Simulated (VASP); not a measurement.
Wanted: the native input for a VASP 6.6.1 run.

```yaml
Task: single point
Functional: PBE
Potentials_or_basis: VASP PAW PBE potentials, release 64 (C, Pd)
Cutoff: 520 eV
k_mesh: 2 × 2 × 1
Occupations: gaussian, width 0.02 eV
Spin: no spin polarisation
Dipole_correction: no
Further_INCAR_settings: LREAL = Auto; ALGO = Fast; EDIFF = 1e-06; NBANDS = 56
```

The structure of PdC18 lies in POSCAR:

```
PdC18
1.0
    7.3980000000      0.0000000000      0.0000000000
   -3.6990000000      6.4068560000      0.0000000000
    0.0000000000      0.0000000000     12.0000000000
C Pd
18 1
Direct
   -0.0022773475      0.0014582816      0.0802954167
    0.2192190242      0.1103691108      0.0814113333
   -0.0021827708      0.3349550856      0.0830538333
    0.2192171195      0.4447794675      0.0827983333
   -0.0019712812      0.6683669806      0.0811645833
    0.2197751127      0.7778300308      0.0792001667
    0.3307969181      0.0010061097      0.0793013333
    0.5522874440      0.1096581537      0.0838948333
    0.3288748858      0.3340995958      0.0867015000
    0.5527762917      0.4462641271      0.0915855000
    0.3310699328      0.6680217255      0.0810767500
    0.5530996353      0.7782130580      0.0807735833
    0.6644813984      0.0016443323      0.0816062500
    0.8864245576      0.1113660117      0.0823349167
    0.6651101140      0.3337438831      0.0928977500
    0.8880281120      0.4450432474      0.0859970833
    0.6655846443      0.6707021353      0.0830925833
    0.8868435391      0.7784156535      0.0800391667
    0.5664870746      0.3875186207      0.2627746667
```

The cell was built by a generator and needn't be a form met in nature.

The input as run:

INCAR

```
PREC = Accurate ; ENCUT = 520
EDIFF = 1E-6 ; ISMEAR = 0
SIGMA = 0.02 ; LREAL = Auto
LASPH = T ; NELM = 100
ALGO = Fast ; ISIF = 2
LWAVE = F ; LCHARG = T
GGA = PE ; LELF = T
LVHAR = T ; NBANDS = 56
```

KPOINTS

```
Automatic mesh
0
Gamma
  2 2 1
```

Potentials or basis: VASP PAW PBE potentials, release 64 (C, Pd).

Launch:

```sh
$ cat potpaw_PBE.64/C/POTCAR potpaw_PBE.64/Pd/POTCAR > POTCAR
$ mpirun -np 1 vasp_std > vasp.out
```

It gave:

```
Largest force          : 0.098 eV/Å
Band gap on the k mesh : 0.10 eV, direct
```

Caveat: the k mesh is coarse (spacing up to 0.49 Å⁻¹), so the values aren't converged.

It took 3.2 min on 1 thread of Intel(R) Xeon(R) 6975P-C (Granite Rapids), with other jobs on the host, peak memory 0.6 GiB.
